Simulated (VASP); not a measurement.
Write the native input for VASP 6.6.1 that does the following.

```
Task                               : band structure
Functional                         : HSE06
Potentials or basis                : VASP PAW PBE potentials, release 64 (Cd, Te)
Cutoff                             : 520 eV
k mesh                             : 6 × 6 × 6
Occupations                        : gaussian, width 0.02 eV
Spin                               : no spin polarisation
Grid for exact exchange (PRECFOCK) : Fast
Screening parameter                : 0.2 1/A
Further INCAR settings             : ALGO = Normal; EDIFF = 1e-07
```

Crystal: CdTe.

```xyz
2
Lattice="0.0000 3.3125 3.3125 3.3125 0.0000 3.3125 3.3125 3.3125 0.0000" Properties=species:S:1:pos:R:3 pbc="T T T"
Cd    0.0000    0.0000    0.0000
Te    1.6562    1.6562    1.6562
```

One way to write it, as run:

POSCAR

```
CdTe                                    
1.0
    0.0000000000      3.3124596851      3.3124596851
    3.3124596851      0.0000000000      3.3124596851
    3.3124596851      3.3124596851      0.0000000000
  Cd              Te            
     1     1
Direct
     0.0000000000000000    0.0000000000000000    0.0000000000000000
     0.2500000000000000    0.2500000000000000    0.2500000000000000
```

INCAR.step1

```
PREC     = Accurate       # precision mode
ENCUT    = 520            # plane-wave cutoff, eV
EDIFF    = 1E-5           # SCF threshold, eV
ISMEAR   = 0              # smearing method
SIGMA    = 0.02           # smearing width, eV
LREAL    = F              # projectors in reciprocal space
LASPH    = T              # aspherical terms in the spheres
NELM     = 60             # most SCF steps
ALGO     = Normal         # electronic algorithm
ISIF     = 2              # what is computed and relaxed
LWAVE    = T              # write WAVECAR
LCHARG   = F              # write CHGCAR
KPAR     = 4            
GGA      = PE             # functional
```

INCAR.step2

```
PREC     = Accurate       # precision mode
ENCUT    = 520            # plane-wave cutoff, eV
EDIFF    = 1E-7           # SCF threshold, eV
ISMEAR   = 0              # smearing method
SIGMA    = 0.02           # smearing width, eV
LREAL    = F              # projectors in reciprocal space
LASPH    = T              # aspherical terms in the spheres
NELM     = 60             # most SCF steps
ALGO     = Normal         # electronic algorithm
ISIF     = 2              # what is computed and relaxed
LWAVE    = F              # write WAVECAR
LCHARG   = F              # write CHGCAR
GGA      = PE             # functional
LHFCALC  = T              # exact exchange
HFSCREEN = 0.2            # screening, 1/A
PRECFOCK = Fast         
KPAR     = 4            
ISTART   = 1
```

KPOINTS

```
Automatic mesh
0
Gamma
  6 6 6
```

KPOINTS_OPT

```
path GXWKGLUWLK,UX
10
line-mode
reciprocal
 0.0000000000  0.0000000000  0.0000000000  G
 0.5000000000  0.0000000000  0.5000000000  X

 0.5000000000  0.0000000000  0.5000000000  X
 0.5000000000  0.2500000000  0.7500000000  W

 0.5000000000  0.2500000000  0.7500000000  W
 0.3750000000  0.3750000000  0.7500000000  K

 0.3750000000  0.3750000000  0.7500000000  K
 0.0000000000  0.0000000000  0.0000000000  G

 0.0000000000  0.0000000000  0.0000000000  G
 0.5000000000  0.5000000000  0.5000000000  L

 0.5000000000  0.5000000000  0.5000000000  L
 0.6250000000  0.2500000000  0.6250000000  U

 0.6250000000  0.2500000000  0.6250000000  U
 0.5000000000  0.2500000000  0.7500000000  W

 0.5000000000  0.2500000000  0.7500000000  W
 0.5000000000  0.5000000000  0.5000000000  L

 0.5000000000  0.5000000000  0.5000000000  L
 0.3750000000  0.3750000000  0.7500000000  K

 0.6250000000  0.2500000000  0.6250000000  U
 0.5000000000  0.0000000000  0.5000000000  X
```

Potentials or basis: VASP PAW PBE potentials, release 64 (Cd, Te).

Launch:

```sh
$ cat potpaw_PBE.64/Cd/POTCAR potpaw_PBE.64/Te/POTCAR > POTCAR
$ cp INCAR.step1 INCAR
$ mpirun -np 4 vasp_std > vasp.out
$ cp INCAR.step2 INCAR
$ mpirun -np 4 vasp_std > vasp.out
```

It gave:

```json
{
  "Pressure": "-1.1 GPa",
  "Band gap on the k mesh": "1.35 eV, direct",
  "Band gap along the path": "1.35 eV, direct"
}
```

Caveat: the PAW data sets were made with another functional, which shifts forces and pressure a little; spin-orbit coupling is left out, which moves the levels of the heavy elements.

Wall time 50 min on 4 MPI ranks on Intel(R) Xeon(R) Platinum 8259CL CPU @ 2.50GHz (Skylake/Cascade Lake) (shared host), peak memory 0.45 GiB a rank.
